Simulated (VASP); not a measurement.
Given:

```xyz
2
Lattice="0.0000 2.2180 2.2180 2.2180 0.0000 2.2180 2.2180 2.2180 0.0000" Properties=species:S:1:pos:R:3 pbc="T T T"
Si     0.0000     0.0000     0.0000
C      1.1090     1.1090     1.1090
```

The numbers are results of PBE GGA with D4 dispersion, VASP's PBE PAW potentials (set 64) (plane waves; VASP), not measurements. Numerical set-up: 520 eV cut-off, 10×10×10 Γ-centred mesh, Gaussian smearing of 0.050 eV, potentials Si C.

Question: What does the run give for the energy per atom (σ→0), pressure, band gap (on the k-mesh) with the smallest direct gap where there is one?

Answer: 
The band gap (on the k-mesh) is 1.40 eV, the smallest direct gap (on the k-mesh) is 4.49 eV and the energy per atom (σ→0) is -7.836 eV/atom. The pressure comes out as -113.1 kbar.

Total energies compare only between runs with the same potentials, cut-off and functional.

The compound is SiC in the zinc blende structure. This cell is one point of a volume scan, at 1.06 of the reference volume.
